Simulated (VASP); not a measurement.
# Which magnetic order does VSi2 take?, part 3 of 4

Aim: compare collinear orders of VSi2. The start is a cell from a database of measured crystal structures.

VASP 6.6.1, plane waves and PAW; the level of theory is named at each step.

Still holding for the runs below: The k-mesh is coarse for a metal.

So far. Step 5 (Magnetic order, start order AFM 3, signs +-+--+): The largest moment at the end is 1.22 μB, and the moments of the cell sum to 0.00 μB.

### 7. No spin polarisation

This step: PBEsol, DFT+U (V d 3 eV), no spin polarisation; plane waves and PAW (V, Si) (VASP 6.6.1).

A run without spin shows what magnetism as such gains.

INCAR

```
SYSTEM = VSi2
PREC = Normal
ENCUT = 350
EDIFF = 1E-06
NELM = 150
ISMEAR = 0
SIGMA = 0.05
LREAL = Auto
ALGO = Normal
GGA = PS
NBANDS = 57
LDAU = .TRUE.
LDAUTYPE = 2
LDAUL = 2 -1
LDAUU = 3 0
LDAUJ = 0 0
LDAUPRINT = 1
LASPH = .TRUE.
LMAXMIX = 4
LORBIT = 11
LWAVE = .FALSE.
LCHARG = .FALSE.
KPAR = 2
AMIX = 0.2
BMIX = 1E-04
AMIX_MAG = 0.8
BMIX_MAG = 1E-04
```

POSCAR

```
VSi2
1.0
    9.1452000000      0.0000000000      0.0000000000
   -2.2863000000      3.9599877613      0.0000000000
    0.0000000000      0.0000000000      6.3744000000
V Si
6 12
Direct
    0.0000000000      0.5000000000      0.3333333333
    0.5000000000      0.5000000000      0.3333333333
    0.2500000000      0.5000000000      0.6666666667
    0.7500000000      0.5000000000      0.6666666667
    0.2500000000      0.0000000000      0.0000000000
    0.7500000000      0.0000000000      0.0000000000
    0.1626000000      0.1626000000      0.3333333333
    0.6626000000      0.1626000000      0.3333333333
    0.0813000000      0.8374000000      0.6666666667
    0.5813000000      0.8374000000      0.6666666667
    0.4187000000      0.6748000000      0.0000000000
    0.9187000000      0.6748000000      0.0000000000
    0.3374000000      0.8374000000      0.3333333333
    0.8374000000      0.8374000000      0.3333333333
    0.4187000000      0.1626000000      0.6666666667
    0.9187000000      0.1626000000      0.6666666667
    0.0813000000      0.3252000000      0.0000000000
    0.5813000000      0.3252000000      0.0000000000
```

KPOINTS

```
Automatic mesh
0
Gamma
4 4 3
0 0 0
```

Potentials, in the order of the species: V and Si (PBE family, release 64).

Launch:

```
mpirun -np 2 vasp_std
```

The log of the run:

```text
[... set-up lines as in an earlier step ...]
 entering main loop
       N       E                     dE             d eps       ncg     rms          rms(c)
DAV:   1     0.467210099133E+03    0.46721E+03   -0.19957E+04  2052   0.971E+02
DAV:   2    -0.450106379590E+02   -0.51222E+03   -0.48650E+03  2052   0.299E+02
DAV:   3    -0.128905039446E+03   -0.83894E+02   -0.77986E+02  3218   0.112E+02
DAV:   4    -0.133486988033E+03   -0.45819E+01   -0.44740E+01  3400   0.341E+01
DAV:   5    -0.133619546329E+03   -0.13256E+00   -0.13127E+00  3400   0.576E+00    0.449E+01
DAV:   6    -0.116737511522E+03    0.16882E+02   -0.91025E+01  3292   0.593E+01    0.134E+01
DAV:   7    -0.116559954565E+03    0.17756E+00   -0.62310E+00  3312   0.134E+01    0.120E+01
DAV:   8    -0.116339635140E+03    0.22032E+00   -0.37012E+00  3184   0.142E+01    0.638E+00
DAV:   9    -0.115893231700E+03    0.44640E+00   -0.15471E+00  3304   0.120E+01    0.191E+00
DAV:  10    -0.115864816714E+03    0.28415E-01   -0.30062E-01  3200   0.352E+00    0.937E-01
DAV:  11    -0.115860270119E+03    0.45466E-02   -0.20010E-02  3272   0.742E-01    0.685E-01
DAV:  12    -0.115864411480E+03   -0.41414E-02   -0.15678E-02  2864   0.848E-01    0.480E-01
DAV:  13    -0.115867270603E+03   -0.28591E-02   -0.74269E-03  3216   0.425E-01    0.236E-01
DAV:  14    -0.115867439579E+03   -0.16898E-03   -0.18911E-03  2592   0.315E-01    0.127E-01
DAV:  15    -0.115867776913E+03   -0.33733E-03   -0.46331E-04  3344   0.114E-01    0.457E-02
DAV:  16    -0.115867759931E+03    0.16982E-04   -0.10413E-04  2688   0.601E-02    0.356E-02
DAV:  17    -0.115867821966E+03   -0.62034E-04   -0.66281E-05  3168   0.350E-02    0.204E-02
DAV:  18    -0.115867847895E+03   -0.25929E-04   -0.33011E-05  3008   0.278E-02    0.175E-02
DAV:  19    -0.115867854008E+03   -0.61130E-05   -0.17710E-05  2872   0.172E-02    0.767E-03
DAV:  20    -0.115867854819E+03   -0.81105E-06   -0.32553E-06  2072   0.108E-02
   1 F= -.11586785E+03 E0= -.11586251E+03  d E =-.106910E-01
```

Run time: 2.9 min. Hardware: 2 MPI ranks of AMD EPYC 7R43, shared host; peak memory 0.37 GiB.

Parts of OUTCAR (step 7):

```text
   k-points           NKPTS =     18   k-points in BZ     NKDIM =     18   number of bands    NBANDS=     57

   NELECT =      78.0000    total number of electrons

atom =   1  type =  1  l = 2

 onsite density matrix

spin component  1

  0.3753 -0.0000 -0.0023  0.0000  0.0089
 -0.0000  0.4312 -0.0000 -0.0572 -0.0000
 -0.0023 -0.0000  0.3374  0.0000 -0.0013
  0.0000 -0.0572  0.0000  0.3651  0.0000
  0.0089 -0.0000 -0.0013  0.0000  0.3651

spin component  2

 occupancies and eigenvectors

  o =  0.3320  v = -0.0000  0.5000 -0.0000  0.8660  0.0000  0.0000  0.0000  0.0000  0.0000  0.0000      0.0000  0.0000  0.0000  0.0000  0.0000  0.0000  0.0000  0.0000  0.0000  0.0000
  o =  0.3320  v =  0.0000  0.0000  0.0000  0.0000  0.0000 -0.0000  0.5000 -0.0000  0.8660  0.0000      0.0000  0.0000  0.0000  0.0000  0.0000  0.0000  0.0000  0.0000  0.0000  0.0000
  o =  0.3373  v = -0.0538 -0.0000 -0.9981 -0.0000 -0.0311  0.0000  0.0000  0.0000  0.0000  0.0000      0.0000  0.0000  0.0000  0.0000  0.0000  0.0000  0.0000  0.0000  0.0000  0.0000
  o =  0.3373  v =  0.0000  0.0000  0.0000  0.0000  0.0000 -0.0538 -0.0000 -0.9981 -0.0000 -0.0311      0.0000  0.0000  0.0000  0.0000  0.0000  0.0000  0.0000  0.0000  0.0000  0.0000
  o =  0.3600  v =  0.0000  0.0000  0.0000  0.0000  0.0000  0.5000  0.0000  0.0000  0.0000 -0.8660      0.0000  0.0000  0.0000  0.0000  0.0000  0.0000  0.0000  0.0000  0.0000  0.0000
  o =  0.3600  v =  0.5000  0.0000  0.0000  0.0000 -0.8660  0.0000  0.0000  0.0000  0.0000  0.0000      0.0000  0.0000  0.0000  0.0000  0.0000  0.0000  0.0000  0.0000  0.0000  0.0000
  o =  0.3806  v = -0.8644 -0.0000  0.0621  0.0000 -0.4990  0.0000  0.0000  0.0000  0.0000  0.0000      0.0000  0.0000  0.0000  0.0000  0.0000  0.0000  0.0000  0.0000  0.0000  0.0000
  o =  0.3806  v =  0.0000  0.0000  0.0000  0.0000  0.0000 -0.8644 -0.0000  0.0621  0.0000 -0.4990      0.0000  0.0000  0.0000  0.0000  0.0000  0.0000  0.0000  0.0000  0.0000  0.0000
  o =  0.4642  v =  0.0000  0.0000  0.0000  0.0000  0.0000 -0.0000  0.8660  0.0000 -0.5000 -0.0000      0.0000  0.0000  0.0000  0.0000  0.0000  0.0000  0.0000  0.0000  0.0000  0.0000
  o =  0.4642  v = -0.0000  0.8660  0.0000 -0.5000 -0.0000  0.0000  0.0000  0.0000  0.0000  0.0000      0.0000  0.0000  0.0000  0.0000  0.0000  0.0000  0.0000  0.0000  0.0000  0.0000

atom =   2  type =  1  l = 2

 onsite density matrix

spin component  1

spin component  2

 occupancies and eigenvectors

  o =  0.3320  v = -0.0000  0.5000 -0.0000  0.8660 -0.0000  0.0000  0.0000  0.0000  0.0000  0.0000      0.0000  0.0000  0.0000  0.0000  0.0000  0.0000  0.0000  0.0000  0.0000  0.0000
  o =  0.3320  v =  0.0000  0.0000  0.0000  0.0000  0.0000 -0.0000  0.5000 -0.0000  0.8660 -0.0000      0.0000  0.0000  0.0000  0.0000  0.0000  0.0000  0.0000  0.0000  0.0000  0.0000
  o =  0.3373  v = -0.0538 -0.0000 -0.9981 -0.0000 -0.0311  0.0000  0.0000  0.0000  0.0000  0.0000      0.0000  0.0000  0.0000  0.0000  0.0000  0.0000  0.0000  0.0000  0.0000  0.0000
  o =  0.3373  v =  0.0000  0.0000  0.0000  0.0000  0.0000 -0.0538 -0.0000 -0.9981 -0.0000 -0.0311      0.0000  0.0000  0.0000  0.0000  0.0000  0.0000  0.0000  0.0000  0.0000  0.0000
  o =  0.3600  v =  0.0000  0.0000  0.0000  0.0000  0.0000  0.5000 -0.0000  0.0000 -0.0000 -0.8660      0.0000  0.0000  0.0000  0.0000  0.0000  0.0000  0.0000  0.0000  0.0000  0.0000
  o =  0.3600  v =  0.5000 -0.0000  0.0000 -0.0000 -0.8660  0.0000  0.0000  0.0000  0.0000  0.0000      0.0000  0.0000  0.0000  0.0000  0.0000  0.0000  0.0000  0.0000  0.0000  0.0000
  o =  0.3806  v = -0.8644  0.0000  0.0621 -0.0000 -0.4990  0.0000  0.0000  0.0000  0.0000  0.0000      0.0000  0.0000  0.0000  0.0000  0.0000  0.0000  0.0000  0.0000  0.0000  0.0000
  o =  0.3806  v =  0.0000  0.0000  0.0000  0.0000  0.0000 -0.8644  0.0000  0.0621 -0.0000 -0.4990      0.0000  0.0000  0.0000  0.0000  0.0000  0.0000  0.0000  0.0000  0.0000  0.0000
[...]
o =  0.3347  v =  0.0000  1.0000  0.0000  0.0015 -0.0000  0.0000  0.0000  0.0000  0.0000  0.0000      0.0000  0.0000  0.0000  0.0000  0.0000  0.0000  0.0000  0.0000  0.0000  0.0000
  o =  0.3347  v =  0.0000  0.0000  0.0000  0.0000  0.0000  0.0000  1.0000  0.0000  0.0015 -0.0000      0.0000  0.0000  0.0000  0.0000  0.0000  0.0000  0.0000  0.0000  0.0000  0.0000
  o =  0.3569  v =  0.0000  0.0000  0.0000  0.0000  0.0000  0.9906  0.0000 -0.0942  0.0000  0.0990      0.0000  0.0000  0.0000  0.0000  0.0000  0.0000  0.0000  0.0000  0.0000  0.0000
  o =  0.3569  v =  0.9906  0.0000 -0.0942  0.0000  0.0990  0.0000  0.0000  0.0000  0.0000  0.0000      0.0000  0.0000  0.0000  0.0000  0.0000  0.0000  0.0000  0.0000  0.0000  0.0000
  o =  0.3859  v = -0.0975  0.0000  0.0202  0.0000  0.9950  0.0000  0.0000  0.0000  0.0000  0.0000      0.0000  0.0000  0.0000  0.0000  0.0000  0.0000  0.0000  0.0000  0.0000  0.0000
  o =  0.3859  v =  0.0000  0.0000  0.0000  0.0000  0.0000 -0.0975  0.0000  0.0202  0.0000  0.9950      0.0000  0.0000  0.0000  0.0000  0.0000  0.0000  0.0000  0.0000  0.0000  0.0000
  o =  0.4623  v =  0.0000  0.0000  0.0000  0.0000  0.0000  0.0000 -0.0015  0.0000  1.0000 -0.0000      0.0000  0.0000  0.0000  0.0000  0.0000  0.0000  0.0000  0.0000  0.0000  0.0000
  o =  0.4623  v =  0.0000 -0.0015  0.0000  1.0000 -0.0000  0.0000  0.0000  0.0000  0.0000  0.0000      0.0000  0.0000  0.0000  0.0000  0.0000  0.0000  0.0000  0.0000  0.0000  0.0000

 E-fermi :   9.9771

 k-point     1 :       0.0000    0.0000    0.0000
  band No.  band energies     occupation
    ...
     36       8.6163      2.00000
     37       9.2936      2.00000
     38       9.4819      2.00000
     39       9.7888      2.00000
     40       9.9012      1.96809
     41      10.3519      0.00000
     42      10.3989      0.00000
     43      11.0233      0.00000
     44      11.3908      0.00000
     45      11.3910      0.00000
    ...

 k-point     2 :       0.2500    0.0000    0.0000
  band No.  band energies     occupation
    ...
     37       9.0663      2.00000
     38       9.3296      2.00000
     39       9.5981      2.00000
     40       9.6943      2.00000
     41       9.9892      0.73143
     42      10.3693      0.00000
     43      11.2114      0.00000
     44      11.4840      0.00000
     45      11.5154      0.00000
     46      11.8086      0.00000
    ...

  Total       -2.6419642     -2.9021013     -3.8885559      0.2252854      0.0000000      0.0000000
  in kB      -18.3362765    -20.1417311    -26.9881161      1.5635695      0.0000000      0.0000000
  external PRESSURE =     -21.8220412 kB  Pullay stress =       0.0000000 kB

 POSITION                                       TOTAL-FORCE (eV/Angst)
 -----------------------------------------------------------------------------------
     -1.14315      1.97999      2.12480        -0.000000      0.000000     -0.000000
      3.42945      1.97999      2.12480        -0.000000      0.000000     -0.000000
      1.14315      1.97999      4.24960        -0.000000      0.000000     -0.000225
      5.71575      1.97999      4.24960        -0.000000      0.000000     -0.000225
      2.28630      0.00000      0.00000        -0.000000      0.000000      0.000225
      6.85890      0.00000      0.00000        -0.000000      0.000000      0.000225
      1.11526      0.64389      2.12480        -0.024748     -0.014288      0.000000
      5.68786      0.64389      2.12480        -0.024748     -0.014288      0.000000
     -1.17104      3.31609      4.24960        -0.040216     -0.001802     -0.015174
      3.40156      3.31609      4.24960        -0.040216     -0.001802     -0.015174
      2.28630      2.67220      0.00000         0.021669      0.033927      0.015174
      6.85890      2.67220      0.00000         0.021669      0.033927      0.015174
      1.17104      3.31609      2.12480         0.024748      0.014288     -0.000000
      5.74364      3.31609      2.12480         0.024748      0.014288     -0.000000
      3.45734      0.64389      4.24960         0.040216      0.001802     -0.015174
      8.02994      0.64389      4.24960         0.040216      0.001802     -0.015174
     -0.00000      1.28779      0.00000        -0.021669     -0.033927      0.015174
      4.57260      1.28779      0.00000        -0.021669     -0.033927      0.015174
 -----------------------------------------------------------------------------------
    total drift:                                0.000000      0.000000      0.000002

  FREE ENERGIE OF THE ION-ELECTRON SYSTEM (eV)
  ---------------------------------------------------
  free  energy   TOTEN  =      -115.8678548192 eV

  energy  without entropy=     -115.8571638164  energy(sigma->0) =     -115.86250932

[... 8 parts as in an earlier step ...]

[... 7 further parts left out ...]
```

This run has no spin polarisation, so a moment on V, if there is one, isn't seen. A U on the itinerant d states of such a compound is hard to justify; it moves the bands at the Fermi level.

This step gave:

| Item | Value |
| --- | --- |
| electronic cycles | 20 |
| free energy (TOTEN) | -115.8679 eV |
| energy at zero smearing | -115.8625 eV |
| Fermi energy | 9.977 eV |

Energy at zero smearing: -115.86251 eV.

### 8. Summary

This step: collinear magnetic orders, PBEsol, DFT+U (V d 3 eV); plane waves and PAW (VASP 6.6.1).

No new run; the numbers come from the runs before.

Numbers from this step:

```yaml
mean_moment_in_the_lowest_run: 0.6733 μB
constant_fitted_for_the_nearest_pairs: 9.713 meV
```

Orders, by row:

| order | signs | energy above the lowest (meV/magnetic atom) | total moment (μB) | mean moment on carriers (μB) | gap on the mesh (eV) | signs at the end, of the atoms given a moment |
| --- | --- | --- | --- | --- | --- | --- |
| fm | ++++++ | 0 | 3.362 | 0.6733 | 0 | ++++++ |
| afm 2 | +++--- | 25.9 | -0.3903 | 0.6067 | 0 | +++--- |
| afm 3 | +-+--+ | 22.54 | 0 | 0.4063 | 0 | +-0000 |
| nm |  | 32.69 | 0 | 0 | 0 | - |

E = E0 - sum over pairs, each once, of J e_i.e_j with unit vectors; J > 0 favours parallel moments; fitted to the orders that kept their signs. Exchange, by row:

| pair | distance, in the start or the relaxed cell (Å) | J (meV) |
| --- | --- | --- |
| V-V | 3.12 | 9.713 |

(Part 3 of 4 ends here.)

[Lines on the potential files, build, host, timing and source positions are cut from VASP's logs without a mark.]

[Logs are printed without paths, hosts, clocks, repeated set-up lines and the standing remarks that a program may print on its own settings, such as how far it seeks lower states.]

[Hosts, paths, dates, database ids (printed as entryN), source tags and the programs' standing remarks are cut or masked in the printed files.]

[In band tables of VASP the shares of atoms and orbitals are scaled to a sum of 1 inside the atoms' spheres.]

[Runs that stopped without an error message from VASP are left out.]
